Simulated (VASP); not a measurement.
Given:

```xyz
6
Lattice="4.7056 0.0000 0.0000 0.0000 4.7056 0.0000 0.0000 0.0000 4.7056" Properties=species:S:1:pos:R:3 pbc="T T T"
Ag     3.5292     1.1764     3.5292
Ag     1.1764     3.5292     3.5292
Ag     3.5292     3.5292     1.1764
Ag     1.1764     1.1764     1.1764
O      0.0000     0.0000     0.0000
O      2.3528     2.3528     2.3528
```

These are PBEsol GGA, VASP's PBE PAW potentials (set 64) (plane waves; VASP) values and carry that method's errors. Numerical set-up: 520 eV cut-off, Gaussian smearing of 0.050 eV, potentials Ag O.

Give the energies of bands 18 to 31 at the high-symmetry points, in eV from the Fermi level.

| band | Γ | X | M | R |
|---|---|---|---|---|
| 18 | -3.05 | -3.18 | -3.38 | -3.07 |
| 19 | -3.05 | -3.02 | -3.12 | -3.07 |
| 20 | -2.84 | -3.02 | -3.12 | -2.82 |
| 21 | -2.84 | -2.78 | -3.02 | -2.82 |
| 22 | -2.84 | -2.78 | -3.02 | -2.82 |
| 23 | -2.65 | -2.71 | -2.04 | -2.73 |
| 24 | -2.65 | -2.71 | -2.04 | -2.73 |
| 25 | -2.65 | -1.66 | -1.67 | -1.76 |
| 26 | 0.00 | -1.66 | -1.67 | -0.71 |
| 27 | 0.00 | -0.49 | -0.85 | -0.71 |
| 28 | 0.00 | -0.49 | -0.85 | -0.71 |
| 29 | 0.00 | 2.05 | 2.01 | 2.44 |
| 30 | 1.88 | 2.05 | 2.01 | 2.44 |
| 31 | 1.88 | 4.66 | 3.70 | 2.44 |

It has no gap at this level: it comes out as a metal or semimetal.

The compound is Ag2O in the cuprite structure. It was relaxed first.
